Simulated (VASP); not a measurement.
Set up this calculation in VASP 6.6.1, as the native input.

| Property | Result |
| --- | --- |
| Task | single point |
| Functional | PBE |
| Potentials or basis | VASP PAW PBE potentials, release 64 (Li_sv, Nb_sv) |
| Cutoff | 520 eV |
| k mesh | 4 × 4 × 4 |
| Occupations | gaussian, width 0.1 eV |
| Spin | no spin polarisation |
| Dipole correction | no |
| Further INCAR settings | ALGO = Normal; EDIFF = 1e-06; NBANDS = 28 |

The structure of Li2Nb lies in POSCAR:

```
Li2Nb
1.0
    0.0000000000      3.5831643262      3.5831643262
    3.5831643262      0.0000000000      3.5831643262
    3.5831643262      3.5831643262      0.0000000000
Li Nb
4 2
Direct
    0.1250000000      0.6250000000      0.1250000000
    0.1250000000      0.1250000000      0.6250000000
    0.6250000000      0.1250000000      0.1250000000
    0.1250000000      0.1250000000      0.1250000000
    0.7500000000      0.7500000000      0.7500000000
    0.5000000000      0.5000000000      0.5000000000
```

The cell was built by a generator and needn't be a form met in nature.

The cell isn't the ideal one: species swapped into the YAl2 type (Fd-3m, No. 227).

The input as run:

INCAR

```
SYSTEM = Li2Nb
PREC = Accurate ; ENCUT = 520
EDIFF = 1E-6 ; ISMEAR = 0
SIGMA = 0.1 ; LREAL = .False.
LASPH = .True. ; NELM = 60
ALGO = Normal ; ISIF = 2
LWAVE = .False. ; LCHARG = .True.
GGA = PE ; LELF = .True.
LVHAR = .True. ; NBANDS = 28
```

KPOINTS

```
regular mesh
0
Gamma
  4 4 4
  0 0 0
```

Potentials or basis: VASP PAW PBE potentials, release 64 (Li_sv, Nb_sv).

Run with:

```bash
$ cat potpaw_PBE.64/Li_sv/POTCAR potpaw_PBE.64/Nb_sv/POTCAR > POTCAR
$ mpirun -np 1 vasp_std > vasp.out
```

Results of the run:

```yaml
Band_gap_on_the_k_mesh: none (metal or under the smearing width)
```

Caveat: the k mesh is coarse (spacing up to 0.38 Å⁻¹), so the values aren't converged.

Run time: 21 s on 1 thread of Intel(R) Xeon(R) Platinum 8488C (Sapphire Rapids), with other jobs on the host, peak memory 0.22 GiB.
